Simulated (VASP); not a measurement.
# Biaxial (001) strain of fcc platinum from −2 % to +2 %: normal strain, stress, strain energy and elastic moduli with PBEsol

Platinum is a close-packed metal held together by a nearly filled 5d band and a broad s band. All nine members are this one crystal, and only the shape of the cell differs. Imposing equal strain along both in-plane axes turns the cubic lattice into a body-centred tetragonal one. Platinum films grown on a substrate of different lattice constant are strained in this way, and their stress and stored energy are usually estimated from linear elasticity. We determine the elastic moduli that follow from the PBEsol series and the strain at which the linear estimate becomes poor. Strains and energies are counted from the relaxed cubic crystal. Stress is positive in tension, and the stress along the normal is relaxed to zero.

## Calculations

The start is an entry of the ASE's table of reference states database. The crystal was relaxed with PBEsol. Equal strain is imposed in the (001) plane; the strain along the normal is adjusted until the normal stress vanishes, and the atoms are relaxed with PBEsol. VASP 6.6.1, plane waves with PAW, cutoff 450 eV, no spin polarisation, no spin-orbit coupling, k mesh 26×26×26, static lattice. The same in all rows: band gap on the k mesh at PBEsol: 0.000 eV.

Notes on method and selection:

- Runs that did not converge, have known faults or may not be shown are not listed, and runs on Ansatz's PAW sets soft_1 and soft_2 are kept to separate tables.

Columns:

- strain (%): strain in the plane (tension positive).
- normal strain (%): strain along the normal.
- stress (GPa): in-plane stress, tension positive.
- strain energy (meV/atom): energy per atom above the relaxed crystal.

Input lines of one member:

```
PREC = Accurate
ENCUT = 450
EDIFF = 1E-07
NELM = 120
ISMEAR = 1
SIGMA = 0.15
LREAL = .FALSE.
ALGO = Normal
GGA = PS
NBANDS = 11
LASPH = .TRUE.
LORBIT = 11
KPAR = 2
IBRION = 1
NSW = 25
```

Command (options for logging and memory left out): `mpirun -np 2 vasp_std`

## Data

| member | strain (%) | normal strain (%) | stress (GPa) | strain energy (meV/atom) |
| --- | --- | --- | --- | --- |
| −2 % | −2.0 | 2.813 | −6.17 | 10.76 |
| −1.5 % | −1.5 | 2.114 | −4.41 | 5.842 |
| −1 % | −1.0 | 1.414 | −2.80 | 2.520 |
| −0.5 % | −0.5 | 0.710 | −1.34 | 0.6112 |
| 0 % | 0.0 | 0.005 | 0.00 | 0.00635 |
| +0.5 % | 0.5 | −0.709 | 1.19 | 0.5652 |
| +1 % | 1.0 | −1.428 | 2.25 | 2.145 |
| +1.5 % | 1.5 | −2.155 | 3.18 | 4.640 |
| +2 % | 2.0 | −2.891 | 3.97 | 7.929 |

Least-squares fits to the whole series, with x = strain (%); R² and errors in the fitted variable (y, or ln y where the fit is in ln y):

| y | members | fit | R² | rms residual | leave-one-out rms | the same for the mean of the others |
| --- | --- | --- | --- | --- | --- | --- |
| normal strain (%) | 9 | y = −0.01411 − 1.424 x | 1.00 | 0.016 | 0.023 | 2.1 |
| stress (GPa) | 9 | y = −0.4589 + 2.532 x | 0.99 | 0.40 | 0.57 | 3.7 |

## The trend and its physics

The crystal thins when stretched in the plane and thickens when compressed, by about 1.4 times the imposed strain. The stress rises with strain along a curve that flattens in tension: +2 % gives 3.97 GPa, −2 % gives −6.17 GPa. The strain energy is close to a parabola, steeper on the compressed side.

A model with three parameters follows from four assumptions.

1. The primitive cell holds one atom, on which symmetry allows no force, so the cell shape alone carries the response.

2. The normal stress vanishes. To first order $C_{11}\varepsilon_n + 2C_{12}\varepsilon = 0$, where $\varepsilon$ is the in-plane and $\varepsilon_n$ the normal strain. Hence
$$\varepsilon_n = -R\,\varepsilon,\qquad R = 2C_{12}/C_{11}.$$

3. The in-plane stress is $(C_{11}+C_{12})\varepsilon + C_{12}\varepsilon_n$ to first order. Inserting $\varepsilon_n$ gives the biaxial modulus $M$, and one quadratic term $N$ is added for anharmonicity:
$$\sigma = M\varepsilon + N\varepsilon^2,\qquad M = \frac{(C_{11}-C_{12})(C_{11}+2C_{12})}{C_{11}}.$$

4. Only the two in-plane directions do work, and the atomic volume $V_0$ is held constant, so $dU = 2V_0\,\sigma\,d\varepsilon$ and
$$U = V_0 M\varepsilon^2\left(1+\frac{2N}{3M}\varepsilon\right).$$

A ratio $R = 2$ would conserve the volume to first order. Platinum stays below that because a change of volume, though costly, is not forbidden: at +1 % the volume grows by about 2 × 1.0 − 1.428 = 0.57 %. The sign of $N$ is negative, as expected for metallic bonding, in which repulsion stiffens quickly as atoms are pushed together and the restoring force weakens as they are drawn apart.

## Testing the model

We fix the parameters on the members −1 % and +1 %, with strain in per cent.

$R$ = (1.414 + 1.428) / 2.0 = 1.421

$M$ = (2.25 + 2.80) / 2.0 = 2.525 GPa per %, or 2.525 × 100 = 252.5 GPa

$N$ = (2.25 − 2.80) / 2.0 = −0.275 GPa per %²

The moduli follow from $C_{12}/C_{11}$ = 1.421 / 2 = 0.7105. The two factors of $M/C_{11}$ are 1 − 0.7105 = 0.2895 and 1 + 1.421 = 2.421, so

$C_{11}$ = 252.5 / (0.2895 × 2.421) = 360 GPa

$C_{12}$ = 0.7105 × 360 = 256 GPa

The bulk modulus is (360 + 2 × 256) / 3 = 291 GPa, and the tetragonal shear modulus $(C_{11}-C_{12})/2$ is (360 − 256) / 2 = 52 GPa. The shear constant $C_{44}$ does not enter this deformation.

Stress at four other members:

- +2 %: 2.525 × 2.0 − 0.275 × 4.0 = 3.95 GPa; table 3.97.
- +1.5 %: 2.525 × 1.5 − 0.275 × 2.25 = 3.17 GPa; table 3.18.
- −1.5 %: −2.525 × 1.5 − 0.275 × 2.25 = −4.41 GPa; table −4.41.
- −2 %: −2.525 × 2.0 − 0.275 × 4.0 = −6.15 GPa; table −6.17.

For the normal strain at the two ends the model gives 1.421 × 2.0 = 2.842 % in size, negative in tension; the table has −2.891 % at +2 % and 2.813 % at −2 %.

For the energy, $2N/(3M)$ is negative, with the size 2 × 0.275 / (3 × 2.525) = 0.0726 per %. The bracket in $U$ is then 1 − 0.0726 × 2.0 = 0.8548 at +2 %, 1 − 0.0726 = 0.9274 at +1 %, 1 + 0.0726 = 1.0726 at −1 % and 1 + 0.0726 × 2.0 = 1.1452 at −2 %. Scaling from the 1 % member of the same sign cancels the atomic volume:

- +2 %: 2.145 × 4.0 × 0.8548 / 0.9274 = 7.91 meV/atom; table 7.929.
- −2 %: 2.520 × 4.0 × 1.1452 / 1.0726 = 10.76 meV/atom; table 10.76.

## Members off the line

Largest departures from the fit to the whole series:

| member | normal strain (%) | fit | computed − fit | in rms residuals |
| --- | --- | --- | --- | --- |
| +2 % | −2.891 | −2.862 | −0.029 | 1.8 |
| −2 % | 2.813 | 2.834 | −0.021 | 1.3 |
| 0 % | 0.005 | −0.014 | +0.019 | 1.2 |
| +0.5 % | −0.709 | −0.726 | +0.017 | 1.1 |

The constant ratio $R$ is the weakest assumption. The computed normal strain lies below the model at both ends, by 2.891 − 2.842 = 0.049 percentage points at +2 % and by 2.842 − 2.813 = 0.029 at −2 %. The equal sign on both sides marks a missing quadratic term: the crystal is slightly thinner than the straight line predicts in tension and in compression alike.

For the stress, dropping $N$ would be far more serious. The linear term alone gives a stress of size 2.525 × 2.0 = 5.05 GPa at both ends. That is 5.05 − 3.97 = 1.08 GPa too much tension at +2 % and 6.17 − 5.05 = 1.12 GPa too little compression at −2 %. The printed straight-line fit hides this behind an R² of 0.99, but its intercept of −0.4589 GPa contradicts the zero stress of the unstrained member.

That member also shows a normal strain of 0.005 % and an energy of 0.00635 meV/atom. The energy is far too large to be elastic at so small a strain and is a numerical offset from the reference run. It amounts to about 1 % of the energies at ±0.5 % and is negligible at larger strain.

## Summary

Between −2 % and +2 % the stress follows $M\varepsilon + N\varepsilon^2$ to within 0.02 GPa. Linear elasticity with $M$ alone is off by about 6 % of its own value at ±0.5 %, 11 % at ±1 % and a little over a fifth at ±2 %. If an error of a tenth is the limit, the linear estimate becomes poor at about 1 % strain.

Two effects outside the static, perfect crystal exceed the misfit of the model. Thermal softening lowers the moduli by roughly a few per cent at room temperature. Dislocation glide matters far more: soft bulk platinum yields well below 1 GPa, so stresses of several GPa can be expected only in very thin films or similarly small crystals.

[Logs are printed without paths, hosts, clocks, repeated set-up lines and the standing remarks that a program may print on its own settings, such as how far it seeks lower states.]
